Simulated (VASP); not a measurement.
## Ni (relaxed from the hcp structure, space group P6_3/mmc): computed properties

These are r2SCAN meta-GGA, VASP's PBE PAW potentials (set 64) (plane waves; VASP) values and carry that method's errors.

```
Property                                                                                                Result
----------------------------------  --------------------------------------------------------------------------
space group                                                                                     P6_3/mmc (194)
cell                                a = 2.438 Å, b = 2.438 Å, c = 4.081 Å, α = 90.00°, β = 90.00°, γ = 120.00°
volume per atom                                                                                  10.51 Å³/atom
band gap (over mesh and band path)                                    none (metal, semimetal or under 0.01 eV)
cell moment                                                                                            1.36 μB
density                                                                                             9.28 g/cm³
```

```
Ni
1.0
    2.43811     0.00000     0.00000
   -1.21906     2.11147     0.00000
    0.00000     0.00000     4.08129
Ni
2
Direct
  0.33333   0.66667   0.25000
  0.66667   0.33333   0.75000
```
Starting moments (μB, in the order of the record's atoms Ni Ni): 0.7 0.7.

The structure was generated: Ni was put into the hcp type (P6_3/mmc), which need not be its known phase. It was relaxed first. Symmetry was kept, so distortions that lower it aren't found.
